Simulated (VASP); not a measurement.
These are PBE GGA, VASP's PBE PAW potentials (set 64) (plane waves; VASP) values and carry that method's errors.

VASP input:

**INCAR**
```
# general
SYSTEM  = MoTe2
PREC    = Accurate
ENCUT   = 500
LREAL   = .FALSE.
LASPH   = .TRUE.

# electronic loop
EDIFF   = 1E-6
NELM    = 100
ALGO    = Normal
LMAXMIX = 4

# smearing
ISMEAR  = 0
SIGMA   = 0.05

# functional
GGA     = PE

# ions
IBRION  = 2
NSW     = 40
ISIF    = 3
EDIFFG  = -0.02
PSTRESS = 200

# output
LWAVE   = .FALSE.
LCHARG  = .FALSE.
```

**POSCAR**
```
MoTe2
1
    1.7068689054    -2.9563821354     0.0000000000
    1.7068689054     2.9563821354     0.0000000000
    0.0000000000     0.0000000000    13.1535767784
Te Mo
4 2
Direct
  0.3333330000   0.6666670000   0.8891291001
  0.6666670000   0.3333330000   0.3891291001
  0.6666670000   0.3333330000   0.1108708999
  0.3333330000   0.6666670000   0.6108708999
  0.3333330000   0.6666670000   0.2500000000
  0.6666670000   0.3333330000   0.7500000000
```

File KPOINTS:
```
kpoints
0
G
8 8 2
```

POTCAR, in this order: Te Mo_sv (PBE.64 set). Program: vasp_std.

Energy and stress use the plane-wave basis of the starting cell. Without a dispersion term in the relaxation, distances and binding between the weakly bound layers, chains or molecules are unreliable, and so is what depends on them. Unless said otherwise, spin-orbit coupling is left out, though it shifts the bands of the heavy elements here.

Estimate the energy per atom (σ→0), volume per atom, band gap (on the k-mesh).

```json
{
  "energy per atom (σ→0)": "-5.730 eV/atom",
  "band gap (on the k-mesh)": "none (metal, semimetal or under 0.01 eV)",
  "volume_per_atom": "20.28 Å³/atom"
}
```

File OSZICAR:
```
...
DAV:   1    -0.343834486668E+02    0.97866E-02   -0.16863E-02  1340   0.872E-01    0.133E-01
DAV:   2    -0.343831566068E+02    0.29206E-03   -0.18603E-03  1405   0.261E-01    0.772E-02
DAV:   3    -0.343830708023E+02    0.85805E-04   -0.50166E-04  1556   0.920E-02    0.473E-02
DAV:   4    -0.343830489479E+02    0.21854E-04   -0.74286E-05  1457   0.500E-02    0.334E-02
DAV:   5    -0.343830499633E+02   -0.10154E-05   -0.22536E-05  1553   0.239E-02    0.322E-02
DAV:   6    -0.343830485337E+02    0.14297E-05   -0.23253E-05  1437   0.212E-02    0.507E-03
DAV:   7    -0.343830482649E+02    0.26874E-06   -0.12459E-06   662   0.675E-03
  12 F= -.19193287E+02 E0= -.19191807E+02  d E =-.109983E-03
```

The compound is MoTe2 in the 2H layered structure. This run relaxes it under an external pressure of 20 GPa. Symmetry was kept, so distortions that lower it aren't found.
